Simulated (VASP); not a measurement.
**Quasi-harmonic expansion of Cu (Copper) (Fm-3m)**

Wanted: volume, bulk modulus and heat capacity of Cu (Copper) against temperature. The start is a cell from a database of measured crystal structures.

Method: PBEsol; plane waves and PAW (Cu), in VASP 6.6.1.

**1. The starting structure**

Symmetry: Fm-3m, No. 225, cubic system. Conventional cell: a = 3.615 Å, b = 3.615 Å, c = 3.615 Å, α = 90.00°, β = 90.00°, γ = 90.00°. Nearest to Cu lie 12 Cu at 2.56 Å.

**2. Relaxation**

The series of volumes is laid round the static minimum, so the cell is relaxed first.

INCAR reads:

```
SYSTEM = Cu
PREC = Accurate
ENCUT = 400
EDIFF = 1E-07
NELM = 100
ISMEAR = 0
SIGMA = 0.05
LREAL = .FALSE.
ALGO = Normal
GGA = PS
NBANDS = 11
LASPH = .TRUE.
LORBIT = 11
LWAVE = .FALSE.
LCHARG = .FALSE.
KPAR = 16
IBRION = 2
NSW = 50
ISIF = 3
EDIFFG = -0.003
```

POSCAR reads:

```
Cu
1.0
    0.0000000000      1.8075000000      1.8075000000
    1.8075000000      0.0000000000      1.8075000000
    1.8075000000      1.8075000000      0.0000000000
Cu
1
Direct
    0.0000000000      0.0000000000      0.0000000000
```

KPOINTS reads:

```
Automatic mesh
0
Gamma
16 16 16
0 0 0
```

The projector-augmented-wave data sets are Cu (PBE family, release 64).

Run with:

```sh
mpirun -np 16 vasp_std
```

Output:

```text
[banner, memory and clock lines left out]
running   16 mpi-ranks, on    1 nodes
 distrk:  each k-point on    1 cores,   16 groups
 distr:  one band on    1 cores,    1 groups

 POSCAR found type information on POSCAR Cu
 POSCAR found :  1 types and       1 ions
|                                                                             |
|           W    W    AA    RRRRR   N    N  II  N    N   GGGG   !!!           |
|           W    W   A  A   R    R  NN   N  II  NN   N  G    G  !!!           |
|           W    W  A    A  R    R  N N  N  II  N N  N  G       !!!           |
|           W WW W  AAAAAA  RRRRR   N  N N  II  N  N N  G  GGG   !            |
|           WW  WW  A    A  R   R   N   NN  II  N   NN  G    G                |
|           W    W  A    A  R    R  N    N  II  N    N   GGGG   !!!           |
|                                                                             |
|     For optimal performance we recommend to set                             |
|       NCORE = 2 up to number-of-cores-per-socket                            |
|     NCORE specifies how many cores store one orbital (NPAR=cpu/NCORE).      |
|     This setting can greatly improve the performance of VASP for DFT.       |
|     The default, NCORE=1 might be grossly inefficient on modern             |
|     multi-core architectures or massively parallel machines. Do your        |
|     Unfortunately you need to use the default for GW and RPA                |
|     calculations (for HF NCORE is supported but not extensively tested      |
|     yet).                                                                   |
|                                                                             |

|                                                                             |
|               ----> ADVICE to this user running VASP <----                  |
|                                                                             |
|     You enforced a specific xc type in the INCAR file but a different       |
|     [... a line on the potential file left out ...]
|     I HOPE YOU KNOW WHAT YOU ARE DOING!                                     |
|                                                                             |

 LDA part: xc-table for (Slater+PW92), standard interpolation
 POSCAR, INCAR and KPOINTS ok, starting setup
 FFT: planning ... GRIDC
 FFT: planning ... GRID_SOFT
 FFT: planning ... GRID
 WAVECAR not read
 entering main loop
       N       E                     dE             d eps       ncg     rms          rms(c)
DAV:   1     0.348455998658E+02    0.34846E+02   -0.47222E+03  3493   0.138E+03
DAV:   2    -0.453874376068E+01   -0.39384E+02   -0.36501E+02  3259   0.183E+02
DAV:   3    -0.537488979476E+01   -0.83615E+00   -0.83351E+00  3651   0.335E+01
DAV:   4    -0.537980066711E+01   -0.49109E-02   -0.49103E-02  3578   0.220E+00
DAV:   5    -0.537984998174E+01   -0.49315E-04   -0.49313E-04  3634   0.225E-01    0.837E+00
DAV:   6    -0.477192247502E+01    0.60793E+00   -0.18520E+01  3681   0.857E+01    0.442E+00
DAV:   7    -0.431442363730E+01    0.45750E+00   -0.28940E+00  3676   0.337E+01    0.537E-01
DAV:   8    -0.430351706264E+01    0.10907E-01   -0.70195E-03  3730   0.155E+00    0.351E-01
DAV:   9    -0.430129721019E+01    0.22199E-02   -0.13190E-02  3719   0.206E+00    0.257E-02
DAV:  10    -0.430130185812E+01   -0.46479E-05   -0.44217E-05  4650   0.115E-01    0.658E-03
DAV:  11    -0.430130297139E+01   -0.11133E-05   -0.72800E-07  3738   0.170E-02    0.430E-04
DAV:  12    -0.430130294942E+01    0.21971E-07   -0.11640E-08  1968   0.190E-03
   1 F= -.43013029E+01 E0= -.43010776E+01  d E =-.430130E+01
 curvature:   0.00 expect dE= 0.000E+00 dE for cont linesearch  0.000E+00
 trial: gam= 0.00000 g(F)=  0.586E-62 g(S)=  0.333E-01 ort = 0.000E+00 (trialstep = 0.100E+01)
 search vector abs. value=  0.333E-01
 bond charge predicted
       N       E                     dE             d eps       ncg     rms          rms(c)
DAV:   1    -0.552116316399E+01   -0.12199E+01   -0.19326E+01  3739   0.916E+01    0.936E+00
DAV:   2    -0.476432939814E+01    0.75683E+00   -0.17834E+01  3637   0.850E+01    0.384E+00
DAV:   3    -0.433436339887E+01    0.42997E+00   -0.25851E+00  3658   0.324E+01    0.112E+00
DAV:   4    -0.430935122761E+01    0.25012E-01   -0.22200E-02  3522   0.239E+00    0.226E-01
DAV:   5    -0.430760113978E+01    0.17501E-02   -0.11636E-02  3694   0.221E+00    0.518E-02
DAV:   6    -0.430756828702E+01    0.32853E-04   -0.90053E-05  4628   0.165E-01    0.160E-02
DAV:   7    -0.430756274608E+01    0.55409E-05   -0.16695E-05  3928   0.736E-02    0.932E-04
DAV:   8    -0.430756290400E+01   -0.15792E-06   -0.10608E-07  2352   0.455E-03    0.300E-04
DAV:   9    -0.430756299999E+01   -0.95988E-07   -0.13581E-08  1760   0.155E-03
   2 F= -.43075630E+01 E0= -.43073821E+01  d E =-.626005E-02
 trial-energy change:   -0.006260  1 .order   -0.005135   -0.033346    0.023077
 step:   0.6192(harm=  0.5910)  dis= 0.00000  next Energy=    -4.311894 (dE=-0.106E-01)
 bond charge predicted
       N       E                     dE             d eps       ncg     rms          rms(c)
DAV:   1    -0.447917009688E+01   -0.17161E+00   -0.29167E+00  3724   0.394E+01    0.332E+00
DAV:   2    -0.436037444676E+01    0.11880E+00   -0.20646E+00  3634   0.281E+01    0.120E+00
DAV:   3    -0.431679398111E+01    0.43580E-01   -0.31202E-01  3636   0.113E+01    0.492E-01
DAV:   4    -0.431199694266E+01    0.47970E-02   -0.81001E-03  4046   0.109E+00    0.433E-02
DAV:   5    -0.431198523309E+01    0.11710E-04   -0.16693E-04  3962   0.244E-01    0.150E-02
DAV:   6    -0.431198379603E+01    0.14371E-05   -0.75981E-06  4793   0.421E-02    0.335E-04
DAV:   7    -0.431198384179E+01   -0.45769E-07   -0.28887E-08  2129   0.207E-03
   3 F= -.43119838E+01 E0= -.43117905E+01  d E =-.106809E-01
 curvature:  -0.29 expect dE=-0.532E-08 dE for cont linesearch -0.532E-08
 trial: gam= 0.00000 g(F)=  0.469E-63 g(S)=  0.181E-07 ort =-0.246E-04 (trialstep = 0.924E+00)
 search vector abs. value=  0.182E-07
 reached required accuracy - stopping structural energy minimisation
```

Run time: 3.4 s. Hardware: 16 MPI ranks of AMD EPYC 9R45, shared host; peak memory 1.7 GiB.

The logs omit lines about the potential files and the build; timing stands in the text.

OUTCAR, selected parts (step 2):

```text
ion  position               nearest neighbor table
   1  0.000  0.000  0.000-

  LATTYP: Found a face centered cubic cell.
 ALAT       =     3.6150000000

 Subroutine GETGRP returns: Found 48 space group operations
 (whereof 48 operations were pure point group operations)

The static configuration has the point symmetry O_h .

 Found    145 irreducible k-points:

   k-points           NKPTS =    145   k-points in BZ     NKDIM =    145   number of bands    NBANDS=     11

   dimension x,y,z NGX =    18 NGY =   18 NGZ =   18
   dimension x,y,z NGXF=    36 NGYF=   36 NGZF=   36

   ENCUT  =  400.0 eV  29.40 Ry    5.42 a.u.   4.17  4.17  4.17*2*pi/ulx,y,z

   NELECT =      11.0000    total number of electrons

 k-points in reciprocal lattice and weights: Automatic mesh
   0.00000000  0.00000000  0.00000000       0.000
   0.06250000  0.00000000  0.00000000       0.002
   0.12500000  0.00000000  0.00000000       0.002
   0.18750000  0.00000000  0.00000000       0.002
   0.25000000  0.00000000  0.00000000       0.002
   0.31250000  0.00000000  0.00000000       0.002
   0.37500000  0.00000000  0.00000000       0.002
   0.43750000  0.00000000  0.00000000       0.002
   0.50000000  0.00000000  0.00000000       0.001
[...]
-0.31250000  0.50000000  0.18750000       0.003
  -0.25000000  0.50000000  0.25000000       0.001

 average (electrostatic) potential at core
       1 -63.1262

 E-fermi :   7.9076

 k-point     1 :       0.0000    0.0000    0.0000
  band No.  band energies     occupation
    ...
      2       4.7907      2.00000
      3       4.7907      2.00000
      4       4.7907      2.00000
      5       5.6803      2.00000
      6       5.6803      2.00000
      7      30.8771      0.00000
      8      33.8275      0.00000
      9      33.8275      0.00000
     10      33.8275      0.00000
     11      36.3473      0.00000

 k-point     2 :       0.0625    0.0000    0.0000
  band No.  band energies     occupation
    ...
      2       4.7573      2.00000
      3       4.8188      2.00000
      4       4.8188      2.00000
      5       5.6682      2.00000
      6       5.6682      2.00000
      7      30.0750      0.00000
      8      32.2168      0.00000
      9      33.3775      0.00000
     10      33.3775      0.00000
     11      36.9970      0.00000

 k-point     3 :       0.1250    0.0000    0.0000
  band No.  band energies     occupation
    ...
      2       4.6703      2.00000
      3       4.8898      2.00000
      4       4.8898      2.00000
      5       5.6474      2.00000
      6       5.6474      2.00000
      7      27.1988      0.00000
      8      31.6010      0.00000
      9      32.6110      0.00000
     10      32.6110      0.00000
     11      38.2022      0.00000

  Total        0.0003535      0.0003535      0.0003535      0.0000000     -0.0000000      0.0000000
  in kB        0.0500763      0.0500763      0.0500763      0.0000000     -0.0000000      0.0000000
  external PRESSURE =       0.0500763 kB  Pullay stress =       0.0000000 kB

  energy-cutoff  :      400.00
  volume of cell :       11.31
      direct lattice vectors                 reciprocal lattice vectors
    -0.000000000  1.781581987  1.781581987    -0.280649447  0.280649447  0.280649447
     1.781581987  0.000000000  1.781581987     0.280649447 -0.280649447  0.280649447
     1.781581987  1.781581987 -0.000000000     0.280649447  0.280649447 -0.280649447

 POSITION                                       TOTAL-FORCE (eV/Angst)
 -----------------------------------------------------------------------------------
      0.00000      0.00000      0.00000         0.000000     -0.000000      0.000000
 -----------------------------------------------------------------------------------
    total drift:                                0.000000     -0.000000      0.000000

  FREE ENERGIE OF THE ION-ELECTRON SYSTEM (eV)
  ---------------------------------------------------
  free  energy   TOTEN  =        -4.3119838418 eV

  energy  without entropy=       -4.3115972375  energy(sigma->0) =       -4.31179054

 reached required accuracy - stopping structural energy minimisation

 total charge
# of ion       s       p       d       tot
------------------------------------------
    1        0.466   0.417   9.172  10.055

[... 3 further parts left out ...]
```

This run has no spin polarisation. Its electron count is odd, so without a moment it is a metal by construction. The PAW data sets were made with PBE, which is usual practice but a small mismatch for other functionals. The run keeps the 48 symmetry operations of its start, so it cannot find a distortion of lower symmetry.

Relaxation path:

```tsv
step	energy less that of the first step (eV)	largest force (eV/Å)	pressure (GPa)	volume (Å³)
1	0.0000	0.0000	-6.51	11.81
2	-0.0063	0.0000	4.83	11.01
3	-0.0107	0.0000	0.01	11.31
```

```tsv
conventional cell, symmetrised	before	after	change
a (Å)	3.615	3.563	-1.4 %
b (Å)	3.615	3.563	-1.4 %
c (Å)	3.615	3.563	-1.4 %
volume (Å³/atom)	11.81	11.31	-4.2 %
```

Final coordinates:

```
Cu
1.0
     0.00000    1.78158    1.78158
     1.78158    0.00000    1.78158
     1.78158    1.78158    0.00000
Cu
1
Direct
  0.00000 0.00000 0.00000
```

Numbers from this step:

```yaml
scf_cycles: 28
electrons: 11
bands: 11
irreducible_k_points: 145
symmetry_operations: 48
free_energy_toten: -4.312 eV
energy_at_zero_smearing: -4.312 eV
fermi_energy: 7.908 eV
pressure: 0.005008 GPa
metallic: yes
```

**3. Second relaxation**

A second run rebuilds the plane-wave basis for the relaxed cell; where the first run showed a metal, it also takes Methfessel-Paxton smearing.

Changes to INCAR since step 2:

```diff
@@ -5,4 +5,4 @@
 NELM = 100
-ISMEAR = 0
-SIGMA = 0.05
+ISMEAR = 1
+SIGMA = 0.15
 LREAL = .FALSE.
```

POSCAR reads:

```
Cu
1.0
    0.0000000000      1.7815819873      1.7815819873
    1.7815819873      0.0000000000      1.7815819873
    1.7815819873      1.7815819873      0.0000000000
Cu
1
Direct
    0.0000000000      0.0000000000      0.0000000000
```

KPOINTS is that of step 2.

Run with:

```sh
mpirun -np 16 vasp_std
```

Output:

```text
[banner, memory and clock lines left out]
running   16 mpi-ranks, on    1 nodes
 distrk:  each k-point on    1 cores,   16 groups
 distr:  one band on    1 cores,    1 groups

 POSCAR found type information on POSCAR Cu
 POSCAR found :  1 types and       1 ions
 [... a notice as in an earlier step ...]

 [... a notice as in an earlier step ...]

 LDA part: xc-table for (Slater+PW92), standard interpolation
 POSCAR, INCAR and KPOINTS ok, starting setup
 FFT: planning ... GRIDC
 FFT: planning ... GRID_SOFT
 FFT: planning ... GRID
 WAVECAR not read
 entering main loop
       N       E                     dE             d eps       ncg     rms          rms(c)
DAV:   1     0.362866157240E+02    0.36287E+02   -0.47393E+03  3419   0.142E+03
DAV:   2    -0.450512499492E+01   -0.40792E+02   -0.37538E+02  3250   0.188E+02
DAV:   3    -0.539940587196E+01   -0.89428E+00   -0.88957E+00  3699   0.346E+01
DAV:   4    -0.540445448209E+01   -0.50486E-02   -0.50480E-02  3534   0.226E+00
DAV:   5    -0.540450333108E+01   -0.48849E-04   -0.48849E-04  3670   0.224E-01    0.841E+00
DAV:   6    -0.473725232887E+01    0.66725E+00   -0.17685E+01  3696   0.848E+01    0.413E+00
DAV:   7    -0.432344270664E+01    0.41381E+00   -0.26609E+00  3673   0.326E+01    0.587E-01
DAV:   8    -0.431067085559E+01    0.12772E-01   -0.54724E-03  3638   0.119E+00    0.323E-01
DAV:   9    -0.430877732379E+01    0.18935E-02   -0.10691E-02  3745   0.187E+00    0.249E-02
DAV:  10    -0.430878330824E+01   -0.59845E-05   -0.40286E-05  4565   0.111E-01    0.618E-03
DAV:  11    -0.430878421754E+01   -0.90930E-06   -0.70128E-07  3850   0.166E-02    0.322E-04
DAV:  12    -0.430878421863E+01   -0.10903E-08   -0.85179E-09  2006   0.154E-03
   1 F= -.43087842E+01 E0= -.43087981E+01  d E =-.430878E+01
 curvature:   0.00 expect dE= 0.000E+00 dE for cont linesearch  0.000E+00
 trial: gam= 0.00000 g(F)=  0.880E-64 g(S)=  0.364E-05 ort = 0.000E+00 (trialstep = 0.100E+01)
 search vector abs. value=  0.364E-05
 bond charge predicted
       N       E                     dE             d eps       ncg     rms          rms(c)
DAV:   1    -0.430890863733E+01   -0.12442E-03   -0.21027E-03  3757   0.103E+00    0.919E-02
DAV:   2    -0.430882429630E+01    0.84341E-04   -0.16734E-03  3661   0.798E-01    0.359E-02
DAV:   3    -0.430878726320E+01    0.37033E-04   -0.25578E-04  3667   0.322E-01    0.129E-02
DAV:   4    -0.430878399400E+01    0.32692E-05   -0.41425E-06  3901   0.212E-02    0.495E-04
DAV:   5    -0.430878404037E+01   -0.46370E-07   -0.23931E-08  2158   0.154E-03
   2 F= -.43087840E+01 E0= -.43087978E+01  d E =0.178267E-06
 trial-energy change:    0.000000  1 .order   -0.000001   -0.000004    0.000002
 step:   0.3981(harm=  0.6312)  dis= 0.00000  next Energy=    -4.308785 (dE=-0.665E-06)
 reached required accuracy - stopping structural energy minimisation
```

The job ended after 2 s (16 MPI ranks; peak memory 1.5 GiB).

Parts of OUTCAR (step 3):

```text
  LATTYP: Found a face centered cubic cell.
 ALAT       =     3.5631639746

The static configuration has the point symmetry O_h .

 Found    145 irreducible k-points:

   dimension x,y,z NGX =    16 NGY =   16 NGZ =   16
   dimension x,y,z NGXF=    32 NGYF=   32 NGZF=   32

   ENCUT  =  400.0 eV  29.40 Ry    5.42 a.u.   4.11  4.11  4.11*2*pi/ulx,y,z

   NELECT =      11.0000    total number of electrons

 E-fermi :   7.8956

 k-point     1 :       0.0000    0.0000    0.0000
  band No.  band energies     occupation
    ...
      2       4.7847      2.00000
      3       4.7847      2.00000
      4       4.7847      2.00000
      5       5.6734      2.00000
      6       5.6734      2.00000
      7      30.8618      0.00000
      8      33.8062      0.00000
      9      33.8062      0.00000
     10      33.8062      0.00000
     11      36.3254      0.00000

 k-point     2 :       0.0625    0.0000    0.0000
  band No.  band energies     occupation
    ...
      2       4.7519      2.00000
      3       4.8134      2.00000
      4       4.8134      2.00000
      5       5.6619      2.00000
      6       5.6619      2.00000
      7      30.0585      0.00000
      8      32.1975      0.00000
      9      33.3562      0.00000
     10      33.3562      0.00000
     11      36.9750      0.00000

  Total       -0.0029280     -0.0029280     -0.0029280      0.0000000      0.0000000      0.0000000
  in kB       -0.4145015     -0.4145015     -0.4145015      0.0000000      0.0000000      0.0000000
  external PRESSURE =      -0.4145015 kB  Pullay stress =       0.0000000 kB

  energy-cutoff  :      400.00
  volume of cell :       11.32
      direct lattice vectors                 reciprocal lattice vectors
    -0.000000000  1.782012731  1.782012731    -0.280581609  0.280581609  0.280581609
     1.782012731  0.000000000  1.782012731     0.280581609 -0.280581609  0.280581609
     1.782012731  1.782012731 -0.000000000     0.280581609  0.280581609 -0.280581609

 POSITION                                       TOTAL-FORCE (eV/Angst)
 -----------------------------------------------------------------------------------
     -0.00000      1.78201      1.78201         0.000000     -0.000000      0.000000
 -----------------------------------------------------------------------------------
    total drift:                               -0.000000     -0.000000      0.000000

  FREE ENERGIE OF THE ION-ELECTRON SYSTEM (eV)
  ---------------------------------------------------
  free  energy   TOTEN  =        -4.3087840404 eV

  energy  without entropy=       -4.3088252405  energy(sigma->0) =       -4.30879777

 total charge
# of ion       s       p       d       tot
------------------------------------------
    1        0.466   0.417   9.171  10.054

[... 5 parts as in an earlier step ...]

[... 5 further parts left out ...]
```

CONTCAR:

```
Cu
   1.00000000000000
    -0.0000000000000000    1.7820127307945879    1.7820127307945879
     1.7820127307945879    0.0000000000000000    1.7820127307945879
     1.7820127307945879    1.7820127307945879   -0.0000000000000000
  Cu
     1
Direct
     1.0000000000000000    0.0000000000000000    0.0000000000000000
```

Little changed from the start: no atom moved by 0.005 Å and no cell edge by 0.1 %.

Numbers from this step:

- SCF cycles: 17
- free energy (TOTEN): -4.309 eV
- Fermi energy: 7.896 eV
- pressure: -0.04145 GPa

(Continued in part 2 of 6.)

[Lines on the potential files, build, host, timing and source positions are cut from VASP's logs without a mark.]

[Logs are printed without paths, hosts, clocks, repeated set-up lines and the standing remarks that a program may print on its own settings, such as how far it seeks lower states.]

[Hosts, paths, dates, database ids (printed as entryN), source tags and the programs' standing remarks are cut or masked in the printed files.]

[In band tables of VASP the shares of atoms and orbitals are scaled to a sum of 1 inside the atoms' spheres.]
